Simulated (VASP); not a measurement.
Calculation: PBE GGA with D4 dispersion, VASP's PBE PAW potentials (set 64) (plane waves; VASP).

VASP input:

**POSCAR**
```
SnSe2
1
    1.9219514874    -3.3289178429    -0.0000000000
    1.9219514874     3.3289178429     0.0000000000
    0.0000000000    -0.0000000000     6.0558233169
Sn Se
1 2
Direct
  0.0000000000   0.0000000000   0.0000000000
  0.3333330000   0.6666670000   0.2617697373
  0.6666670000   0.3333330000   0.7382302627
```

**INCAR**
```
ALGO = Normal
EDIFF = 1E-6
EDIFFG = -0.02
ENCUT = 520
GGA = PE
IBRION = 2
ISIF = 3
ISMEAR = 0
IVDW = 13
LASPH = .TRUE.
LCHARG = .FALSE.
LMAXMIX = 4
LREAL = .FALSE.
LWAVE = .FALSE.
NELM = 100
NSW = 60
PREC = Accurate
SIGMA = 0.05
SYSTEM = SnSe2
```

### KPOINTS
```
Automatic mesh
0
Gamma
6 6 4
0 0 0
```

POTCAR, in this order: Sn_d Se (PBE.64 set). Program: vasp_std.

Output of the run:

File OSZICAR:
```
       N       E                     dE             d eps       ncg     rms          rms(c)
DAV:   1     0.195756907903E+03    0.19576E+03   -0.12667E+04   818   0.174E+03
DAV:   2     0.846710325692E+01   -0.18729E+03   -0.18371E+03   881   0.394E+02
DAV:   3    -0.114144687607E+02   -0.19882E+02   -0.19028E+02  1057   0.119E+02
DAV:   4    -0.120464712432E+02   -0.63200E+00   -0.63132E+00   968   0.222E+01
DAV:   5    -0.120617944673E+02   -0.15323E-01   -0.15322E-01  1220   0.355E+00    0.490E+00
DAV:   6    -0.118196462351E+02    0.24215E+00   -0.62298E-01  1199   0.859E+00    0.318E+00
DAV:   7    -0.118047805185E+02    0.14866E-01   -0.14793E-01  1000   0.270E+00    0.103E+00
DAV:   8    -0.118050044104E+02   -0.22389E-03   -0.11840E-02  1021   0.110E+00    0.272E-01
DAV:   9    -0.118055193451E+02   -0.51493E-03   -0.14367E-03   927   0.312E-01    0.813E-02
DAV:  10    -0.118055284031E+02   -0.90581E-05   -0.12821E-04  1201   0.864E-02    0.316E-02
DAV:  11    -0.118055598942E+02   -0.31491E-04   -0.52219E-05   868   0.448E-02    0.982E-03
DAV:  12    -0.118055598154E+02    0.78876E-07   -0.21681E-06   881   0.136E-02
   1 F= -.12991547E+02 E0= -.12991547E+02  d E =-.129915E+02
       N       E                     dE             d eps       ncg     rms          rms(c)
DAV:   1    -0.118072969856E+02   -0.17371E-02   -0.32665E-02   888   0.158E+00    0.111E-01
DAV:   2    -0.118071642822E+02    0.13270E-03   -0.21831E-03  1126   0.458E-01    0.603E-02
DAV:   3    -0.118070786842E+02    0.85598E-04   -0.12753E-04  1012   0.159E-01    0.235E-02
DAV:   4    -0.118070615388E+02    0.17145E-04   -0.23200E-05  1209   0.639E-02    0.614E-03
DAV:   5    -0.118070601769E+02    0.13618E-05   -0.33352E-06   696   0.164E-02    0.231E-03
DAV:   6    -0.118070599049E+02    0.27207E-06   -0.43434E-07   457   0.739E-03
   2 F= -.12992012E+02 E0= -.12992012E+02  d E =-.464761E-03
       N       E                     dE             d eps       ncg     rms          rms(c)
DAV:   1    -0.118073142125E+02   -0.25404E-03   -0.15722E-03   878   0.344E-01    0.245E-02
DAV:   2    -0.118073079524E+02    0.62601E-05   -0.10467E-04  1117   0.101E-01    0.132E-02
DAV:   3    -0.118073033681E+02    0.45843E-05   -0.60452E-06   949   0.352E-02    0.511E-03
DAV:   4    -0.118073020826E+02    0.12855E-05   -0.82615E-07   464   0.142E-02    0.130E-03
DAV:   5    -0.118073018570E+02    0.22565E-06   -0.47689E-07   432   0.751E-03
   3 F= -.12992026E+02 E0= -.12992026E+02  d E =-.479430E-03
       N       E                     dE             d eps       ncg     rms          rms(c)
DAV:   1    -0.118056195446E+02    0.16825E-02   -0.83484E-02  1022   0.404E+00    0.277E-01
DAV:   2    -0.118036077410E+02    0.20118E-02   -0.41767E-03  1014   0.104E+00    0.132E-01
DAV:   3    -0.118030251099E+02    0.58263E-03   -0.18918E-03  1046   0.664E-01    0.269E-02
DAV:   4    -0.118030226442E+02    0.24657E-05   -0.73866E-05   878   0.938E-02    0.173E-02
DAV:   5    -0.118030197311E+02    0.29131E-05   -0.77349E-06  1204   0.271E-02    0.444E-03
DAV:   6    -0.118030201424E+02   -0.41125E-06   -0.49086E-07   440   0.732E-03
   4 F= -.12992355E+02 E0= -.12992355E+02  d E =-.328324E-03
       N       E                     dE             d eps       ncg     rms          rms(c)
DAV:   1    -0.118014720937E+02    0.15476E-02   -0.18163E-02  1022   0.189E+00    0.129E-01
DAV:   2    -0.118010342589E+02    0.43783E-03   -0.90388E-04  1014   0.484E-01    0.616E-02
DAV:   3    -0.118009082956E+02    0.12596E-03   -0.41139E-04  1046   0.310E-01    0.125E-02
DAV:   4    -0.118009086034E+02   -0.30776E-06   -0.16109E-05   886   0.438E-02    0.805E-03
DAV:   5    -0.118009087929E+02   -0.18954E-06   -0.14163E-06   507   0.127E-02
   5 F= -.12992395E+02 E0= -.12992395E+02  d E =-.368825E-03
       N       E                     dE             d eps       ncg     rms          rms(c)
DAV:   1    -0.118003192121E+02    0.58939E-03   -0.34161E-02   822   0.158E+00    0.130E-01
DAV:   2    -0.118000038312E+02    0.31538E-03   -0.19092E-03   931   0.502E-01    0.728E-02
DAV:   3    -0.117998530744E+02    0.15076E-03   -0.31535E-04  1000   0.255E-01    0.273E-02
DAV:   4    -0.117998425254E+02    0.10549E-04   -0.43678E-05  1220   0.754E-02    0.940E-03
DAV:   5    -0.117998424279E+02    0.97490E-07   -0.47917E-06   785   0.192E-02
   6 F= -.12992621E+02 E0= -.12992621E+02  d E =-.225579E-03
       N       E                     dE             d eps       ncg     rms          rms(c)
DAV:   1    -0.118006677806E+02   -0.82526E-03   -0.30869E-01   822   0.473E+00    0.392E-01
DAV:   2    -0.117978242544E+02    0.28435E-02   -0.17356E-02   947   0.141E+00    0.219E-01
DAV:   3    -0.117964573809E+02    0.13669E-02   -0.27522E-03  1017   0.735E-01    0.820E-02
DAV:   4    -0.117963516759E+02    0.10570E-03   -0.38074E-04  1226   0.226E-01    0.283E-02
DAV:   5    -0.117963481678E+02    0.35081E-05   -0.38910E-05  1148   0.565E-02    0.132E-02
DAV:   6    -0.117963484460E+02   -0.27816E-06   -0.58242E-06   928   0.230E-02
   7 F= -.12993051E+02 E0= -.12993051E+02  d E =-.655572E-03
```

**OUTCAR**
```
------------------------ aborting loop because EDIFF is reached ----------------------------------------
  Edisp (eV):   -1.19670
  FORCE on cell =-STRESS in cart. coord.  units (eV):
  Direction    XX          YY          ZZ          XY          YZ          ZX
  --------------------------------------------------------------------------------------
  Total       0.02446     0.02446    -0.01091    -0.00000    -0.00000     0.00000
  in kB       0.51028     0.51028    -0.22766    -0.00000    -0.00000     0.00000
  external pressure =        0.26 kB  Pullay stress =        0.00 kB
  volume of cell :       76.80
      direct lattice vectors                 reciprocal lattice vectors
     1.920207742 -3.325897588  0.000000000     0.260388493 -0.150335357  0.000000000
     1.920207742  3.325897588  0.000000000     0.260388493  0.150335357 -0.000000000
    -0.000000000  0.000000000  6.012913603    -0.000000000 -0.000000000  0.166308726
 POSITION                                       TOTAL-FORCE (eV/Angst)
 -----------------------------------------------------------------------------------
      0.00000     -0.00000      0.00000         0.000000     -0.000000      0.000000
      1.92021      1.10863      1.59274        -0.000000      0.000000      0.009003
      1.92021     -1.10863      4.42018         0.000000     -0.000000     -0.009003
 -----------------------------------------------------------------------------------
    total drift:                                0.000000     -0.000000      0.000000
  FREE ENERGIE OF THE ION-ELECTRON SYSTEM (eV)
  ---------------------------------------------------
  free  energy   TOTEN  =       -12.9930508460 eV

  energy  without entropy=      -12.9930508460  energy(sigma->0) =      -12.99305085

 reached required accuracy - stopping structural energy minimisation
```
(Selected blocks of OUTCAR.)

File CONTCAR:
```
SnSe2
   1.00000000000000
     1.9202077424845201   -3.3258975875115113    0.0000000000000000
     1.9202077424845201    3.3258975875115113    0.0000000000000000
    -0.0000000000000000    0.0000000000000000    6.0129136033309587
  Sn              Se
     1     2
Direct
     0.0000000000000000    0.0000000000000000    0.0000000000000000
     0.3333330000000032    0.6666669999999968    0.2648861836709254
     0.6666669999999968    0.3333330000000032    0.7351138163290746
```

The compound is SnSe2 in the 1T layered structure. This run relaxes it. Symmetry was kept, so distortions that lower it aren't found. The start is the result of an earlier pass.
